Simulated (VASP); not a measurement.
Output of a VASP run:

### OSZICAR
```
       N       E                     dE             d eps       ncg     rms          rms(c)
DAV:   1     0.330733992970E+03    0.33073E+03   -0.16881E+04   592   0.120E+03
DAV:   2     0.149223043732E+02   -0.31581E+03   -0.30532E+03   587   0.348E+02
DAV:   3    -0.154755540323E+02   -0.30398E+02   -0.29678E+02   636   0.142E+02
DAV:   4    -0.164969713024E+02   -0.10214E+01   -0.10181E+01   681   0.274E+01
DAV:   5    -0.165334392580E+02   -0.36468E-01   -0.36463E-01   827   0.419E+00    0.809E+00
DAV:   6    -0.160730291495E+02    0.46041E+00   -0.22531E+00   737   0.161E+01    0.453E+00
DAV:   7    -0.162132410612E+02   -0.14021E+00   -0.44112E+00   790   0.142E+01    0.376E+00
DAV:   8    -0.158642462220E+02    0.34899E+00   -0.11935E+00   761   0.118E+01    0.990E-01
DAV:   9    -0.158588066699E+02    0.54396E-02   -0.14156E-01   713   0.308E+00    0.575E-01
DAV:  10    -0.158561117443E+02    0.26949E-02   -0.13108E-02   695   0.120E+00    0.318E-01
DAV:  11    -0.158542563723E+02    0.18554E-02   -0.27469E-03   619   0.675E-01    0.129E-01
DAV:  12    -0.158530287363E+02    0.12276E-02   -0.13215E-03   640   0.294E-01    0.753E-02
DAV:  13    -0.158524903381E+02    0.53840E-03   -0.56988E-04   600   0.204E-01    0.386E-02
DAV:  14    -0.158521068860E+02    0.38345E-03   -0.29278E-04   659   0.124E-01    0.309E-02
DAV:  15    -0.158522256229E+02   -0.11874E-03   -0.89301E-05   513   0.107E-01    0.136E-02
DAV:  16    -0.158524298195E+02   -0.20420E-03   -0.42443E-05   575   0.481E-02    0.102E-02
DAV:  17    -0.158525927183E+02   -0.16290E-03   -0.10562E-05   488   0.303E-02    0.632E-03
DAV:  18    -0.158527287016E+02   -0.13598E-03   -0.74150E-06   452   0.142E-02    0.391E-03
DAV:  19    -0.158527573033E+02   -0.28602E-04   -0.13073E-06   400   0.618E-03    0.159E-03
DAV:  20    -0.158527703104E+02   -0.13007E-04   -0.94440E-07   388   0.674E-03    0.621E-04
DAV:  21    -0.158527711683E+02   -0.85787E-06   -0.74702E-08   339   0.417E-03
   1 F= -.15852771E+02 E0= -.15845181E+02  d E =-.151800E-01
       N       E                     dE             ncg
       N       E                     dE             ncg
       N       E                     dE             ncg
       N       E                     dE             ncg
       N       E                     dE             ncg
       N       E                     dE             ncg
```

OUTCAR:
```
------------------------ aborting loop because EDIFF is reached ----------------------------------------
  FORCE on cell =-STRESS in cart. coord.  units (eV):
  Direction    XX          YY          ZZ          XY          YZ          ZX
  --------------------------------------------------------------------------------------
  Total       -0.3512214     -0.3512214      0.3262938      0.0000000      0.0000000      0.0000000
  in kB       -3.1570467     -3.1570467      2.9329783      0.0000000      0.0000000      0.0000000
  external PRESSURE =      -1.1270384 kB  Pullay stress =       0.0000000 kB
  volume of cell :      178.24
      direct lattice vectors                 reciprocal lattice vectors
     3.250000000  0.000000000  0.000000000     0.307692308  0.000000000  0.000000000
     0.000000000  3.250000000  0.000000000     0.000000000  0.307692308  0.000000000
     0.000000000  0.000000000 16.875000000     0.000000000  0.000000000  0.059259259
 POSITION                                       TOTAL-FORCE (eV/Angst)
 -----------------------------------------------------------------------------------
      1.62500      1.62500      6.00001        -0.000000     -0.000000     -0.376616
      1.62500      1.62500      9.25000         0.000000      0.000000      1.014134
      0.00000      0.00000      7.62500        -0.000000      0.000000     -0.119412
      0.00000      0.00000     10.87499        -0.000000      0.000000     -0.518106
 -----------------------------------------------------------------------------------
    total drift:                                0.000000      0.000000     -0.007836
  FREE ENERGIE OF THE ION-ELECTRON SYSTEM (eV)
  ---------------------------------------------------
  free  energy   TOTEN  =       -15.8527711683 eV

  energy  without entropy=      -15.8375912013  energy(sigma->0) =      -15.84518118
```
(Selected blocks of OUTCAR.)

**POSCAR**
```
InPd
1
    3.2500000000     0.0000000000     0.0000000000
    0.0000000000     3.2500000000     0.0000000000
    0.0000000000     0.0000000000    16.8750000000
In Pd
2 2
Direct
  0.5000000000   0.5000000000   0.3555560000
  0.5000000000   0.5000000000   0.5481480000
  0.0000000000   0.0000000000   0.4518520000
  0.0000000000   0.0000000000   0.6444440000
```

Problem. Reconstruct the remaining input files.

Solution. Several could match; the one computed here: the input of the run itself, PBE GGA, plane waves, VASP's PBE PAW potentials (set 64).

INCAR:
```
EDIFF = 1E-6   ! SCF stop (eV)
ISIF = 2   ! forces and stress, cell fixed
SYSTEM = InPd
NELM = 100   ! most electronic steps
GGA = PE   ! PBE
ISMEAR = 0
LASPH = .TRUE.   ! aspherical one-centre terms
LMAXMIX = 4   ! l cut-off of mixed one-centre charges
LWAVE = .FALSE.
LCHARG = .FALSE.
ENCUT = 300   ! plane-wave cut-off (eV)
ALGO = Normal   ! blocked Davidson
LREAL = .FALSE.   ! projection in real space or not
PREC = Accurate
SIGMA = 0.136
```

### KPOINTS
```
Automatic mesh
0
Gamma
7 7 1
0 0 0
```

File KPOINTS_OPT:
```
k-points along high-symmetry lines
20
Line-mode
Reciprocal
  0.000000   0.000000   0.000000 ! GAMMA
  0.000000   0.500000   0.000000 ! X

  0.000000   0.500000   0.000000 ! X
  0.500000   0.500000   0.000000 ! M

  0.500000   0.500000   0.000000 ! M
  0.000000   0.000000   0.000000 ! GAMMA
```

POTCAR, in this order: In_d Pd (PBE.64 set). Program: vasp_std.

At this cut-off the stress carries a Pulay error, which pulls relaxed volumes low. The cell holds a wide vacuum, so values per volume refer to the whole cell.

The cell is a sheet with vacuum, built from a generated structure.
